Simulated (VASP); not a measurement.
GaB, 2 atoms in the cell. It takes space group P4/mmm (No. 123, tetragonal). The conventional cell has a = 2.718 Å, b = 2.718 Å, c = 3.236 Å, α = 90.00°, β = 90.00°, γ = 90.00°. Around Ga (site symmetry 4/mmm) lie 8 B at 2.51 Å and 4 Ga at 2.72 Å. Around B (site symmetry 4/mmm) lie 8 Ga at 2.51 Å and 4 B at 2.72 Å. The cell was built by a generator and needn't be a form met in nature.

```yaml
Program: VASP 6.6.1
Task: optical spectrum
Functional: PBE
Potentials_or_basis: VASP PAW PBE potentials, release 64 (Ga_d, B)
Cutoff: 520 eV
k_mesh: 10 × 10 × 8
Occupations: gaussian, width 0.02 eV
Spin: no spin polarisation
Further_INCAR_settings: ALGO = Fast; EDIFF = 1e-06; NBANDS = 56
```

Potentials or basis: VASP PAW PBE potentials, release 64 (Ga_d, B).

Command:

```sh
$ cat potpaw_PBE.64/Ga_d/POTCAR potpaw_PBE.64/B/POTCAR > POTCAR
$ mpirun -np 1 vasp_std > vasp.out
```

Hardware: 1 thread of Intel(R) Xeon(R) 6975P-C (Granite Rapids) (shared host).

Q: Estimate the wall time of this run.

A: It took 32 s on 1 thread of Intel(R) Xeon(R) 6975P-C (Granite Rapids) (shared host), peak memory 0.26 GiB. Counts: scf iterations 10, k points 105.
